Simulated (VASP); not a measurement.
Cl3Si2H3: single point with revPBE+D3(BJ)

Cl3Si2H3, in a box:

```
CELL_PARAMETERS angstrom
13.00000 0.00000 0.00000
0.00000 13.00000 0.00000
0.00000 0.00000 14.00000
ATOMIC_POSITIONS crystal
Cl 0.35520 0.54363 0.61646
Cl 0.47498 0.35764 0.40691
Cl 0.46533 0.60731 0.34875
Si 0.51096 0.54212 0.59270
Si 0.53728 0.49971 0.43200
H 0.55896 0.46429 0.65611
H 0.55327 0.64559 0.61404
H 0.64680 0.49610 0.40299
```

```
Program                : VASP 6.6.1
Task                   : single point
Functional             : revPBE
Dispersion             : D3(BJ)
Potentials or basis    : VASP PAW PBE potentials, release 64 (Cl_h, Si, H_h)
Cutoff                 : 900 eV
k mesh                 : 1 × 1 × 1
Occupations            : gaussian, width 0.01 eV
Spin                   : no spin polarisation
Further INCAR settings : ALGO = Normal; EDIFF = 1e-06; NBANDS = 26
```

```yaml
Largest_force: 0.329 eV/Å
Gap_between_the_frontier_levels: 4.99 eV
Dispersion_energy_per_atom: -0.084 eV
```

Forces on the atoms (eV/Å):
```
Cl  -0.298  0.004  0.055
Cl  -0.122 -0.302 -0.051
Cl  -0.142  0.233 -0.185
Si   0.147 -0.007 -0.047
Si   0.132  0.041  0.145
H    0.069 -0.102  0.090
H    0.061  0.137  0.031
H    0.154 -0.004 -0.038
```

Levels at points of the mesh, in eV from the valence-band top:
```csv
k point,band 13,band 14,band 15,band 16,band 17,band 18,band 19,band 20
"(0.00, 0.00, 0.00)",-1.10,-1.04,-0.83,0.00,4.99,5.52,6.08,6.28
```

Run time: 10 min on 1 thread of Intel(R) Xeon(R) Platinum 8375C CPU @ 2.90GHz (Ice Lake), with other jobs on the host, peak memory 3.2 GiB.

Caveat: the PAW data sets were made with another functional, which shifts forces and pressure a little. A hybrid or GW would open this gap; revPBE tends to underestimate it.
